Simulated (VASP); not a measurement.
Consider the following.

```
CELL_PARAMETERS angstrom
      1.86856    -3.23644     0.00000
      1.86856     3.23644     0.00000
      0.00000     0.00000     6.04477
ATOMIC_POSITIONS crystal
  Hf 0.00000 0.00000 0.00000
  S  0.33333 0.66667 0.23914
  S  0.66667 0.33333 0.76086
```

All values below come from vdW-DF2, VASP's PBE PAW potentials (set 64) (plane waves; VASP 6.6.1). Settings: 520 eV cut-off, 8×8×4 Γ-centred mesh, tetrahedra with Blöchl corrections, potentials Hf_pv S.

The cores are frozen, which limits the accuracy of field gradients.

**Question.** Give the principal components of the electric field gradient (V/Å²) and the asymmetry η at each nucleus.

**Answer.** 
| atom | Vxx | Vyy | Vzz | η |
|---|---|---|---|---|
| Hf1 | 3.0 | 3.0 | -6.0 | 0.00 |
| S2 | 4.2 | 4.2 | -8.3 | 0.00 |
| S3 | 4.2 | 4.2 | -8.3 | 0.00 |

The compound is HfS2 in the 1T layered structure. It was relaxed first, which changed the volume by +10 %.
